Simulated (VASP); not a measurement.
```
CELL_PARAMETERS angstrom
      0.00000     1.99919     1.99919
      1.99919     0.00000     1.99919
      1.99919     1.99919     0.00000
ATOMIC_POSITIONS crystal
  Li 0.00000 0.00000 0.00000
  H  0.50000 0.50000 0.50000
```

These are PBE GGA, VASP's PBE PAW potentials (set 64) (plane waves; VASP) values and carry that method's errors. Run with 520 eV cut-off, 10×10×10 Γ-centred mesh, Gaussian smearing of 0.050 eV, potentials Li_sv H.

Question: Predict the energy per atom (σ→0), band gap (on the k-mesh) with the smallest direct gap where there is one.

Answer: 
```yaml
band gap (on the k-mesh): 2.97 eV
smallest direct gap (on the k-mesh): 2.97 eV
energy per atom (σ→0): -3.063 eV/atom
```

The compound is LiH in the rock salt structure. It was relaxed first, which changed the volume by -6 %.
